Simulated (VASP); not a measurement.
Given:

```
MgH2
1.0
    4.50280     0.00000     0.00000
    0.00000     4.50280     0.00000
    0.00000     0.00000     3.00503
Mg H
2 4
Cartesian
  0.00000   0.00000   3.00503
  2.25140   2.25140   1.50252
  1.36982   1.36982   0.00000
  3.62122   0.88158   1.50252
  0.88158   3.62122   1.50252
  3.13298   3.13298   3.00503
```

These are PBE GGA, VASP's PBE PAW potentials (set 64) (plane waves; VASP) values and carry that method's errors. Settings: 400 eV cut-off, 6×6×8 Γ-centred mesh, tetrahedra with Blöchl corrections, potentials Mg H.

Task: What does the run give for the energy per atom (σ→0)?

Result: 
The energy per atom (σ→0) comes out as -2.940 eV/atom.

Total energies compare only between runs with the same potentials, cut-off and functional.

The compound is MgH2 in the rutile structure. It was relaxed first.
